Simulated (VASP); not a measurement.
These are PBEsol GGA with spin-orbit coupling, VASP's PBE PAW potentials (set 64) (plane waves; VASP) values and carry that method's errors.

Input for VASP

File KPOINTS:
```
Automatic mesh
0
Gamma
6 6 3
0 0 0
```

### INCAR
```
SYSTEM  =  MgI2
PREC  =  Accurate; ENCUT  =  400; LREAL  =  .False.
LASPH  =  .True.
EDIFF  =  1E-6; NELM  =  100; ALGO  =  Normal
LMAXMIX  =  4
ISMEAR  =  0; SIGMA  =  0.05
GGA  =  PS; GGA_COMPAT  =  .False.
MAGMOM  =  9*0; LSORBIT  =  .True.
LWAVE  =  .False.; LCHARG  =  .False.
```

KPOINTS_OPT:
```
k-points along high-symmetry lines
5
Line-mode
Reciprocal
  0.000000   0.000000   0.000000 ! GAMMA
  0.500000   0.000000   0.000000 ! M

  0.500000   0.000000   0.000000 ! M
  0.333333   0.333333   0.000000 ! K

  0.333333   0.333333   0.000000 ! K
  0.000000   0.000000   0.000000 ! GAMMA

  0.000000   0.000000   0.000000 ! GAMMA
  0.000000   0.000000   0.500000 ! A

  0.000000   0.000000   0.500000 ! A
  0.500000   0.000000   0.500000 ! L

  0.500000   0.000000   0.500000 ! L
  0.333333   0.333333   0.500000 ! H

  0.333333   0.333333   0.500000 ! H
  0.000000   0.000000   0.500000 ! A

  0.500000   0.000000   0.500000 ! L
  0.500000   0.000000   0.000000 ! M

  0.333333   0.333333   0.500000 ! H
  0.333333   0.333333   0.000000 ! K
```

### POSCAR
```
MgI2
1
    2.0640070650    -3.5749646849     0.0000000000
    2.0640070650     3.5749646849     0.0000000000
   -0.0000000000     0.0000000000     6.9999352948
Mg I
1 2
Direct
  0.0000000000   0.0000000000   1.0000000000
  0.3333330000   0.6666670000   0.2382637304
  0.6666670000   0.3333330000   0.7617362696
```

POTCAR, in this order: Mg I (PBE.64 set). Program: vasp_ncl.

**Question.** What will the output report for the number of irreducible k-points (NKPTS), number of bands (NBANDS), largest plane-wave count, number of space-group operations, FFT grid (NGX, NGY, NGZ)?

**Answer.** 
The number of irreducible k-points (NKPTS) is 17 and the number of bands (NBANDS) is 24. The largest plane-wave count is 3780 and the number of space-group operations is 12. The FFT grid (NGX, NGY, NGZ) comes out as 28 × 28 × 48.

The compound is MgI2 in the 1T layered structure. It was relaxed first.
